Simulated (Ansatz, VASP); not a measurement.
# MgB2 in two plane-wave programs

Wanted: the spread between two codes on one cell, functional and k mesh. The cell is taken from a series of runs on this material, whose earlier steps may have relaxed, scaled, displaced or heated it; both programs get it as it stands.

Calculated with Ansatz 0.2.0; plane waves, with VASP 6.6.1 beside it; zone-centre phonons at r2SCAN.

## (1) The structure

Symmetry: P6/mmm, No. 191, hexagonal system. The conventional cell has a = 3.067 Å, b = 3.067 Å, c = 3.521 Å, α = 90.00°, β = 90.00°, γ = 120.00°. Mg has 12 B at 2.50 Å nearest. Nearest to B lie 3 B at 1.77 Å and 6 Mg at 2.50 Å. Farther neighbours are not listed.

## (2) VASP: zone-centre phonons, r2SCAN

Second derivatives magnify differences that forces hide, and they need a tight electronic threshold.

Lines of VASP's logs that name or quote its potential files are left out, and so is its time.

Input file INCAR:

```
SYSTEM = MgB2
PREC = Accurate
ENCUT = 660
EDIFF = 1E-08
NELM = 120
ISMEAR = 1
SIGMA = 0.2
LREAL = .FALSE.
ALGO = Normal
METAGGA = R2SCAN
LASPH = .TRUE.
NBANDS = 10
LORBIT = 11
LWAVE = .FALSE.
LCHARG = .FALSE.
ISIF = 2
IBRION = 6
NFREE = 2
POTIM = 0.015
NSW = 1
GGA_COMPAT = .FALSE.
LMIXTAU = .TRUE.
KPAR = 2
```

Input file POSCAR:

```
MgB2
1.0
    3.0666771547      0.0000000000      0.0000000000
   -1.5333385774      2.6558203212      0.0000000000
    0.0000000000      0.0000000000      3.5212562019
Mg B
1 2
Direct
    0.0000000000      0.0000000000      0.0000000000
    0.3333333333      0.6666666667      0.5000000000
    0.6666666667      0.3333333333      0.5000000000
```

Input file KPOINTS:

```
Automatic mesh
0
Gamma
15 15 12
0 0 0
```

Potentials, in the order of the species: Mg and B (PBE family, release 64).

The run is started by

```console
mpirun -np 2 vasp_std
```

Numbers of over 12 decimals in the logs are rounded to 6 here.

The log of the run:

```text
[banner, memory and clock lines left out]
running    2 mpi-ranks, on    1 nodes
 distrk:  each k-point on    1 cores,    2 groups
 distr:  one band on    1 cores,    1 groups

 POSCAR found type information on POSCAR MgB
 POSCAR found :  2 types and       3 ions
|                                                                             |
|               ----> ADVICE to this user running VASP <----                  |
|                                                                             |
|     You enforced a specific xc type in the INCAR file but a different       |
|     [... a line on the potential file left out ...]
|     I HOPE YOU KNOW WHAT YOU ARE DOING!                                     |
|                                                                             |

 LDA part: xc-table for (None), standard interpolation
 POSCAR, INCAR and KPOINTS ok, starting setup
 FFT: planning ... GRIDC
 FFT: planning ... GRID_SOFT
 FFT: planning ... GRID
 WAVECAR not read
 entering main loop
       N       E                     dE             d eps       ncg     rms          rms(c)
DAV:   1     0.524686940160E+01    0.52469E+01   -0.44713E+03  3892   0.848E+02
DAV:   2    -0.211715926857E+02   -0.26418E+02   -0.25156E+02  4996   0.127E+02
DAV:   3    -0.218662492432E+02   -0.69466E+00   -0.69287E+00  4918   0.184E+01
DAV:   4    -0.218682347964E+02   -0.19856E-02   -0.19852E-02  4912   0.986E-01
DAV:   5    -0.218682404250E+02   -0.56287E-05   -0.56289E-05  4678   0.533E-02    0.536E+00
DAV:   6    -0.195638230405E+02    0.23044E+01   -0.20866E+00  4196   0.858E+00    0.277E+00
DAV:   7    -0.193049849420E+02    0.25884E+00   -0.72928E-01  4404   0.501E+00    0.633E-01
DAV:   8    -0.193248918640E+02   -0.19907E-01   -0.25123E-01  4092   0.409E+00    0.480E-01
DAV:   9    -0.194078343747E+02   -0.82943E-01   -0.55689E-02  3946   0.198E+00    0.140E-01
DAV:  10    -0.194105797468E+02   -0.27454E-02   -0.52371E-03  4238   0.665E-01    0.530E-02
DAV:  11    -0.194083698803E+02    0.22099E-02   -0.97865E-04  4036   0.307E-01    0.177E-02
DAV:  12    -0.194085145538E+02   -0.14467E-03   -0.45851E-04  4016   0.209E-01    0.109E-02
DAV:  13    -0.194084924258E+02    0.22128E-04   -0.57397E-05  4044   0.751E-02    0.317E-03
DAV:  14    -0.194084932972E+02   -0.87137E-06   -0.26649E-06  4686   0.174E-02    0.197E-03
DAV:  15    -0.194084936819E+02   -0.38474E-06   -0.15082E-06  4074   0.124E-02    0.338E-04
DAV:  16    -0.194084944455E+02   -0.76358E-06   -0.12268E-07  4142   0.423E-03    0.170E-04
DAV:  17    -0.194084943890E+02    0.56500E-07   -0.10340E-08  3412   0.106E-03    0.861E-05
DAV:  18    -0.194084944706E+02   -0.81594E-07   -0.69033E-09  2294   0.104E-03    0.447E-05
DAV:  19    -0.194084944562E+02    0.14361E-07   -0.22897E-09  2100   0.446E-04    0.687E-06
DAV:  20    -0.194084944558E+02    0.36846E-09   -0.17023E-10  2092   0.155E-04
   1 F= -.19408494E+02 E0= -.19408576E+02  d E =0.243910E-03
[... from here on, the cycles between the ionic steps are left out ...]
   2 F= -.19407950E+02 E0= -.19408032E+02  d E =0.245534E-03
   3 F= -.19407950E+02 E0= -.19408032E+02  d E =0.245546E-03
   4 F= -.19407734E+02 E0= -.19407814E+02  d E =0.241450E-03
   5 F= -.19407734E+02 E0= -.19407814E+02  d E =0.241450E-03
   6 F= -.19407612E+02 E0= -.19407674E+02  d E =0.185973E-03
   7 F= -.19407612E+02 E0= -.19407674E+02  d E =0.185971E-03
   8 F= -.19407190E+02 E0= -.19407271E+02  d E =0.243351E-03
 Finite differences progress:
  Degree of freedom:   4/  4
  Displacement:        1/  2
  Total:               7/  8
 bond charge predicted
       N       E                     dE             d eps       ncg     rms          rms(c)
DAV:   1    -0.194083201938E+02   -0.11299E-02   -0.62589E-01  5698   0.529E+00    0.172E-01
DAV:   2    -0.194072351061E+02    0.10851E-02   -0.62920E-03  6554   0.591E-01    0.849E-02
DAV:   3    -0.194069797699E+02    0.25534E-03   -0.15557E-03  6560   0.252E-01    0.212E-02
DAV:   4    -0.194069551447E+02    0.24625E-04   -0.52596E-04  6736   0.178E-01    0.113E-02
DAV:   5    -0.194071147968E+02   -0.15965E-03   -0.29646E-04  6464   0.142E-01    0.953E-03
DAV:   6    -0.194071874434E+02   -0.72647E-04   -0.79562E-05  6456   0.643E-02    0.282E-03
DAV:   7    -0.194071885739E+02   -0.11305E-05   -0.28312E-06  6472   0.154E-02    0.123E-03
DAV:   8    -0.194071902014E+02   -0.16275E-05   -0.13423E-06  5970   0.108E-02    0.785E-04
DAV:   9    -0.194071902232E+02   -0.21829E-07   -0.39856E-07  6234   0.512E-03    0.132E-04
DAV:  10    -0.194071902316E+02   -0.83090E-08   -0.34805E-08  6544   0.181E-03
   9 F= -.19407190E+02 E0= -.19407271E+02  d E =0.243334E-03
 Finite differences progress:
  Degree of freedom:   4/  4
  Displacement:        2/  2
  Total:               8/  8
```

From OUTCAR (step 2):

```text
ion  position               nearest neighbor table
   1  0.000  0.000  0.000-   2 2.50   3 2.50   2 2.50   3 2.50   3 2.50   3 2.50   2 2.50   2 2.50
                             3 2.50   3 2.50   2 2.50   2 2.50
   2  0.333  0.667  0.500-   3 1.77   3 1.77   3 1.77   1 2.50   1 2.50   1 2.50   1 2.50   1 2.50
                             1 2.50
   3  0.667  0.333  0.500-   2 1.77   2 1.77   2 1.77   1 2.50   1 2.50   1 2.50   1 2.50   1 2.50
                             1 2.50

  LATTYP: Found a hexagonal cell.
 ALAT       =     3.0666771547
 C/A-ratio  =     1.1482317910

 Subroutine GETGRP returns: Found 24 space group operations
 (whereof 24 operations were pure point group operations)

The static configuration has the point symmetry D_6h.

 Found    189 irreducible k-points:

   k-points           NKPTS =    189   k-points in BZ     NKDIM =    189   number of bands    NBANDS=     10

   dimension x,y,z NGX =    28 NGY =   28 NGZ =   30
   dimension x,y,z NGXF=    56 NGYF=   56 NGZF=   60

   ENCUT  =  660.0 eV  48.51 Ry    6.96 a.u.   6.42  6.42  7.38*2*pi/ulx,y,z

   NELECT =       8.0000    total number of electrons

 k-points in reciprocal lattice and weights: Automatic mesh
   0.00000000  0.00000000  0.00000000       0.000
   0.06666667  0.00000000  0.00000000       0.002
   0.13333333  0.00000000  0.00000000       0.002
   0.20000000  0.00000000  0.00000000       0.002
   0.26666667  0.00000000  0.00000000       0.002
   0.33333333  0.00000000  0.00000000       0.002
   0.40000000  0.00000000  0.00000000       0.002
   0.46666667 -0.00000000  0.00000000       0.002
   0.06666667  0.06666667  0.00000000       0.002
[...]
0.33333333  0.26666667  0.50000000       0.004
   0.33333333  0.33333333  0.50000000       0.001

 average (electrostatic) potential at core
       1 -38.9939       2 -27.2296       3 -27.2298

 E-fermi :   5.3657

 k-point     1 :       0.0000    0.0000    0.0000
  band No.  band energies     occupation
      1      -7.9338      2.00000
      2       2.1485      2.00000
      3       5.7877     -0.01101
      4       5.7877     -0.01101
      5       7.2775     -0.00000
      6      12.0938      0.00000
      7      12.0938      0.00000
    ...

 k-point     2 :       0.0667    0.0000    0.0000
  band No.  band energies     occupation
      1      -7.8515      2.00000
      2       2.2294      2.00000
      3       5.3479      1.14937
      4       5.5828     -0.06375
      5       7.3479     -0.00000
      6      12.0768      0.00000
      7      12.4680      0.00000
      8      14.2626      0.00000
    ...

 k-point     3 :       0.1333    0.0000    0.0000
  band No.  band energies     occupation
      1      -7.6052      2.00000
      2       2.4709      2.00000
      3       4.2512      2.00000
      4       5.0893      2.06483
      5       7.5678     -0.00000
      6      11.8698      0.00000
      7      13.4654      0.00000
      8      14.8102      0.00000
      9      15.0859      0.00000
    ...

  Total       -0.0665363     -0.0665363     -0.1506701      0.0000000     -0.0000000     -0.0000000
  in kB       -3.7171041     -3.7171041     -8.4173065      0.0000000     -0.0000000     -0.0000000
  external PRESSURE =      -5.2838383 kB  Pullay stress =       0.0000000 kB

  energy-cutoff  :      660.00
  volume of cell :       28.68
      direct lattice vectors                 reciprocal lattice vectors
     3.066677155  0.000000000  0.000000000     0.326085841  0.188265748  0.000000000
    -1.533338577  2.655820321  0.000000000     0.000000000  0.376531497  0.000000000
     0.000000000  0.000000000  3.521256202     0.000000000  0.000000000  0.283989560

 POSITION                                       TOTAL-FORCE (eV/Angst)
 -----------------------------------------------------------------------------------
      0.00000      0.00000      0.00000         0.000000      0.000000     -0.050640
     -0.00000      1.77055      1.74563         0.000000     -0.000000      0.173946
      1.53334      0.88527      1.76063        -0.000000      0.000000     -0.123306
 -----------------------------------------------------------------------------------
    total drift:                               -0.000000     -0.000000     -0.000039

  FREE ENERGIE OF THE ION-ELECTRON SYSTEM (eV)
  ---------------------------------------------------
  free  energy   TOTEN  =       -19.4071902316 eV

  energy  without entropy=      -19.4074335656  energy(sigma->0) =      -19.40727134

 Eigenvectors and eigenvalues of the dynamical matrix
 ----------------------------------------------------

   1 f  =   21.164300 THz   132.979221 2PiTHz  705.965071 cm-1    87.528474 meV
             X         Y         Z           dx          dy          dz
      0.000000  0.000000  0.000000     0.000000   -0.000000    0.000000
     -0.000000  1.770547  1.760628     0.000000   -0.000000   -0.707107
      1.533339  0.885273  1.760628    -0.000000    0.000000    0.707107

   2 f  =   17.303836 THz   108.723206 2PiTHz  577.193827 cm-1    71.562882 meV
             X         Y         Z           dx          dy          dz
      0.000000  0.000000  0.000000     0.000000    0.000000   -0.000000
     -0.000000  1.770547  1.760628    -0.374561    0.599754    0.000000
      1.533339  0.885273  1.760628     0.374561   -0.599754    0.000000

   3 f  =   17.303836 THz   108.723206 2PiTHz  577.193827 cm-1    71.562882 meV
             X         Y         Z           dx          dy          dz
      0.000000  0.000000  0.000000    -0.000000    0.000000    0.000000
     -0.000000  1.770547  1.760628     0.599754    0.374561    0.000000
      1.533339  0.885273  1.760628    -0.599754   -0.374561    0.000000

   4 f  =   12.010500 THz    75.464199 2PiTHz  400.627164 cm-1    49.671415 meV
             X         Y         Z           dx          dy          dz
      0.000000  0.000000  0.000000     0.000000   -0.000000    0.686191
     -0.000000  1.770547  1.760628    -0.000000    0.000000   -0.514364
      1.533339  0.885273  1.760628    -0.000000    0.000000   -0.514364

   5 f  =   10.170107 THz    63.900669 2PiTHz  339.238267 cm-1    42.060166 meV
             X         Y         Z           dx          dy          dz
      0.000000  0.000000  0.000000    -0.363267    0.581693    0.000000
     -0.000000  1.770547  1.760628     0.272592   -0.436496   -0.000000
      1.533339  0.885273  1.760628     0.272592   -0.436496   -0.000000

   6 f  =   10.170107 THz    63.900669 2PiTHz  339.238267 cm-1    42.060166 meV
             X         Y         Z           dx          dy          dz
      0.000000  0.000000  0.000000     0.581693    0.363267    0.000000
     -0.000000  1.770547  1.760628    -0.436496   -0.272592    0.000000
      1.533339  0.885273  1.760628    -0.436496   -0.272592    0.000000

   7 f/i=    0.000819 THz     0.005149 2PiTHz    0.027335 cm-1     0.003389 meV
             X         Y         Z           dx          dy          dz
      0.000000  0.000000  0.000000     0.000000    0.000000   -0.727421
     -0.000000  1.770547  1.760628     0.000000    0.000000   -0.485211
      1.533339  0.885273  1.760628     0.000000    0.000000   -0.485211

   8 f/i=    0.004699 THz     0.029526 2PiTHz    0.156751 cm-1     0.019435 meV
             X         Y         Z           dx          dy          dz
      0.000000  0.000000  0.000000     0.441985   -0.578204   -0.000000
     -0.000000  1.770547  1.760628     0.294504   -0.385269   -0.000000
      1.533339  0.885273  1.760628     0.294504   -0.385269   -0.000000

   9 f/i=    0.004699 THz     0.029526 2PiTHz    0.156751 cm-1     0.019435 meV
             X         Y         Z           dx          dy          dz
      0.000000  0.000000  0.000000    -0.578204   -0.441985   -0.000000
     -0.000000  1.770547  1.760628    -0.385269   -0.294504   -0.000000
      1.533339  0.885273  1.760628    -0.385269   -0.294504   -0.000000

 ELASTIC MODULI CONTR FROM IONIC RELAXATION (kBar)
 Direction    XX          YY          ZZ          XY          YZ          ZX
 --------------------------------------------------------------------------------
 XX         -77.0661     77.0661     -0.0000      0.0000      0.0000      0.0000
 YY          77.0661    -77.0661     -0.0000      0.0000      0.0000      0.0000
 ZZ          -0.0000     -0.0000     -0.0000      0.0000      0.0000      0.0000
 XY           0.0000      0.0000      0.0000    -77.0661      0.0000      0.0000
 YZ           0.0000      0.0000      0.0000      0.0000      0.0000      0.0000
 ZX           0.0000      0.0000      0.0000      0.0000      0.0000      0.0000
 --------------------------------------------------------------------------------

 total charge
# of ion       s       p       d       tot
------------------------------------------
    1        0.149   0.175   0.054   0.379
    2        0.704   1.245   0.000   1.948
    3        0.704   1.245   0.000   1.948
--------------------------------------------------
tot          1.556   2.664   0.054   4.275

[... 3 further parts left out ...]
```

CONTCAR:

```
MgB2
   1.00000000000000
     3.0666771546999998    0.0000000000000000    0.0000000000000000
    -1.5333385773999999    2.6558203211999998    0.0000000000000000
     0.0000000000000000    0.0000000000000000    3.5212562019000000
  Mg              B
     1     2
Direct
     0.0000000000000000    0.0000000000000000    0.0000000000000000
     0.3333333332999971    0.6666666667000030    0.4957401565975500
     0.6666666667000030    0.3333333332999970    0.5000000000000000
```

Levels, forces or a CONTCAR printed for this step are those of its last displaced cell, not of the structure at rest.

[end of part 1 of 2]

[Lines on the potential files, build, host, timing and source positions are cut from VASP's logs without a mark.]

[Logs are printed without paths, hosts, clocks, repeated set-up lines and the standing remarks that a program may print on its own settings, such as how far it seeks lower states.]

[Hosts, paths, dates, database ids (printed as entryN), source tags and the programs' standing remarks are cut or masked in the printed files.]
